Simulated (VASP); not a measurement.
Calculation: PBEsol GGA, VASP's PBE PAW potentials (set 64) (plane waves; VASP 6.6.1).

Input for VASP

INCAR:
```
# general
SYSTEM   =  Al3InN4
PREC     =  Accurate
ENCUT    =  520
LREAL    =  .FALSE.
LASPH    =  .TRUE.
ICHARG   =  11

# electronic loop
EDIFF    =  1E-7
NELM     =  100
ALGO     =  Normal
LMAXMIX  =  4

# smearing
ISMEAR   =  0
SIGMA    =  0.05

# functional
GGA      =  PS

# output
LWAVE    =  .FALSE.
LCHARG   =  .FALSE.
LORBIT   =  11
```

File KPOINTS:
```
k-points along high-symmetry lines
10
Line-mode
Reciprocal
  0.000000   0.000000   0.000000 ! GAMMA
  0.500000   0.000000   0.000000 ! M

  0.500000   0.000000   0.000000 ! M
  0.333333   0.333333   0.000000 ! K

  0.333333   0.333333   0.000000 ! K
  0.000000   0.000000   0.000000 ! GAMMA

  0.000000   0.000000   0.000000 ! GAMMA
  0.000000   0.000000   0.500000 ! A

  0.000000   0.000000   0.500000 ! A
  0.500000   0.000000   0.500000 ! L

  0.500000   0.000000   0.500000 ! L
  0.333333   0.333333   0.500000 ! H

  0.333333   0.333333   0.500000 ! H
  0.000000   0.000000   0.500000 ! A

  0.500000   0.000000   0.500000 ! L
  0.500000   0.000000   0.000000 ! M

  0.333333   0.333333   0.500000 ! H
  0.333333   0.333333   0.000000 ! K
```

POSCAR:
```
Al3InN4
1
    1.6034624090    -2.7772775498    -0.0000000000
    1.6034624090     2.7772775498     0.0000000000
    0.0000000000     0.0000000000    10.4632399303
In Al N
1 3 4
Direct
  0.6666670000   0.3333330000   0.2533138638
  0.3333330000   0.6666670000   0.9866516000
  0.6666670000   0.3333330000   0.7515049480
  0.3333330000   0.6666670000   0.5157026464
  0.6666670000   0.3333330000   0.4622477290
  0.3333330000   0.6666670000   0.1656582266
  0.6666670000   0.3333330000   0.9322329203
  0.3333330000   0.6666670000   0.6966880659
```

POTCAR, in this order: In_d Al N (PBE.64 set). Program: vasp_std. Read from the step before: CHGCAR.

Output of the run:

File OSZICAR:
```
       N       E                     dE             d eps       ncg     rms          rms(c)
DAV:   1     0.342086942214E+03    0.34209E+03   -0.19760E+04  4704   0.176E+03
DAV:   2    -0.230703267778E+01   -0.34439E+03   -0.33360E+03  4962   0.423E+02
DAV:   3    -0.538689808503E+02   -0.51562E+02   -0.49206E+02  5852   0.147E+02
DAV:   4    -0.563617803239E+02   -0.24928E+01   -0.24813E+01  5728   0.339E+01
DAV:   5    -0.564375020380E+02   -0.75722E-01   -0.75632E-01  6752   0.626E+00
DAV:   6    -0.564402551279E+02   -0.27531E-02   -0.27526E-02  6364   0.967E-01
DAV:   7    -0.564403016375E+02   -0.46510E-04   -0.46508E-04  6888   0.133E-01
DAV:   8    -0.564403023973E+02   -0.75973E-06   -0.75949E-06  6322   0.179E-02
DAV:   9    -0.564403024075E+02   -0.10231E-07   -0.10096E-07  4840   0.212E-03
   1 F= -.56440302E+02 E0= -.56440302E+02  d E =-.150990E-10
```

OUTCAR:
```
 val. band max:        7.0174339755   @ k =   0.0000   0.0000   0.0000

 cond. band min:       8.3973710692   @ k =   0.0000   0.0000   0.0000



 k-point     1 :       0.0000    0.0000    0.0000
  band No.  band energies     occupation
      1      -8.8089      2.00000
      2      -8.3377      2.00000
      3      -7.8788      2.00000
      4      -7.1807      2.00000
      5      -6.6260      2.00000
      6      -6.6260      2.00000
      7      -6.1379      2.00000
      8      -6.1379      2.00000
      9      -5.7640      2.00000
     10       0.0628      2.00000
     11       2.4397      2.00000
     12       3.1116      2.00000
     13       4.9936      2.00000
     14       4.9936      2.00000
     15       5.3724      2.00000
     16       5.3725      2.00000
     17       5.7195      2.00000
     18       5.7195      2.00000
     19       6.0851      2.00000
     20       7.0174      2.00000
     21       7.0174      2.00000
     22       8.3974      0.00000
     23      11.2224      0.00000
     24      11.4122      0.00000
     25      11.9914      0.00000
     26      14.1406      0.00000

 k-point     2 :       0.0556    0.0000    0.0000
  band No.  band energies     occupation
      1      -8.7755      2.00000
      2      -8.3260      2.00000
      3      -7.8545      2.00000
      4      -7.1606      2.00000
      5      -6.6127      2.00000
      6      -6.6123      2.00000
      7      -6.1565      2.00000
      8      -6.1394      2.00000
      9      -5.7238      2.00000
     10       0.1077      2.00000
     11       2.4377      2.00000
     12       3.1050      2.00000
     13       4.8301      2.00000
     14       4.9496      2.00000
     15       5.2324      2.00000
     16       5.3454      2.00000
     17       5.5530      2.00000
     18       5.6988      2.00000
     19       6.0519      2.00000
     20       6.8264      2.00000
     21       6.9820      2.00000
     22       8.5918      0.00000
     23      11.3436      0.00000
...
```

The density is held fixed in this step, so its total energy and stress have no physical meaning. Unless said otherwise, spin-orbit coupling is left out, though it shifts the bands of the heavy elements here.

The structure was generated: Al3InN4 was put into an ordered model structure (P3m1), which need not be its known phase. It was relaxed first.
